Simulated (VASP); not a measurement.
Runs of VASP 6.6.1 on Cl2Sn. The cell holds a molecule in a box, 3 atoms: a = 11.000 Å, b = 13.000 Å, c = 11.000 Å, α = 90.00°, β = 90.00°, γ = 90.00°. 

```csv
task,level,cell,grid for exact exchange (PRECFOCK),exchange at q = 0,screening parameter,gap on the mesh (eV),largest force (eV/Å)
single point,PBE,"atoms moved at random, drawn with an rms of 0.05 Å",-,-,-,3.19,1.43
relaxation of the atoms,PBE,"atoms relaxed from: atoms moved at random, drawn with an rms of 0.02 Å",-,-,-,3.14,0.01
single point,B3LYP,as given,Fast,default,-,4.51,(a)
relaxation of the atoms,BLYP+D3(BJ),atoms relaxed,-,-,-,3.05,-
electron localisation function,PBE,as given,-,-,-,3.17,0.46
single point,PBE,as given,-,-,-,3.17,0.46
atomic charges,PBE+TS,as given,-,-,-,3.17,0.47
single point,HSE06+D3(BJ),as given,Fast,-,0.2 1/A,(b),0.09
```

Alike in all rows: potentials or basis VASP PAW PBE potentials, release 64 (Cl, Sn_d); no spin polarisation; k mesh 1 × 1 × 1; cutoff (eV) 520; smearing gaussian 0.01 eV.

Task: Fill in the values left out.

Result: (a) 0.50; (b) 4.16.

Caveats: spin-orbit coupling is left out, which moves the levels of the heavy elements; the PAW data sets were made with another functional, which shifts forces and pressure a little (some runs).

A k mesh can miss the band edges, and the runs leave out spin-orbit coupling on Sn.
